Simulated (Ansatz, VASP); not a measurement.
## TiSn: VASP beside Ansatz

File INCAR:

```
SYSTEM = TiSn
PREC     = Accurate       ! precision mode
ENCUT    = 520            ! plane-wave cutoff, eV
EDIFF    = 1E-6           ! SCF threshold, eV
ISMEAR   = -1             ! smearing method
SIGMA    = 0.05           ! smearing width, eV
LREAL    = .False.        ! projectors in reciprocal space
LASPH    = .True.         ! aspherical terms in the spheres
NELM     = 80             ! most SCF steps
ALGO     = Normal         ! electronic algorithm
ISIF     = 2              ! what is computed and relaxed
LWAVE    = .False.        ! write WAVECAR
LCHARG   = .False.        ! write CHGCAR
GGA      = PE             ! functional
NBANDS   = 20             ! bands
```

KPOINTS

```
Automatic mesh
0
Gamma
  8 8 8
  0 0 0
```

File POSCAR:

```
TiSn
1.0
    0.0000000000      2.8554766898      2.8554766898
    2.8554766898      0.0000000000      2.8554766898
    2.8554766898      2.8554766898      0.0000000000
Ti Sn
1 1
Direct
    0.0000000000      0.0000000000      0.0000000000
    0.5000000000      0.5000000000      0.5000000000
```

The input input.yaml:

```yaml
crystal:
  lattice:
    - [0.0, 2.8554766898, 2.8554766898]
    - [2.8554766898, 0.0, 2.8554766898]
    - [2.8554766898, 2.8554766898, 0.0]
  atoms:
    - { symbol: Ti, position: [0.0, 0.0, 0.0] }
    - { symbol: Sn, position: [0.5, 0.5, 0.5] }
hamiltonian:
  xc: pbe
  pseudopotentials: { kind: paw, azcp: { folder: soft_1 } }
kpoints:
  mp_grid: { grid: [8, 8, 8] }
scf:
  occupations: { method: fermi_dirac, width: 0.05 }
output:
  forces: true
  stress: true
  eigenvalues: true
```

The cell was built by a generator and needn't be a form met in nature.

Alike in both runs: task single point; functional PBE; k mesh 8 × 8 × 8; occupations fermi-dirac, width 0.05 eV; no spin polarisation.

|  | VASP | Ansatz |
| --- | --- | --- |
| version | VASP 6.6.1 | Ansatz 0.2.0 |
| potentials or method | VASP PAW PBE potentials, release 64 (Ti_sv, Sn_d) | Ansatz PAW soft_1 |
| plane-wave cutoff (eV) | 520 | 420 |
| valence electrons in the cell | 26 | 26 |

```tsv
	VASP	Ansatz	Ansatz less VASP
gap on the k mesh at the Fermi level (eV)	none	none	-
pressure (GPa)	-4.3	-4.3	-0.03
```

A gap of «none» marks a metal or a gap that the smearing closes.
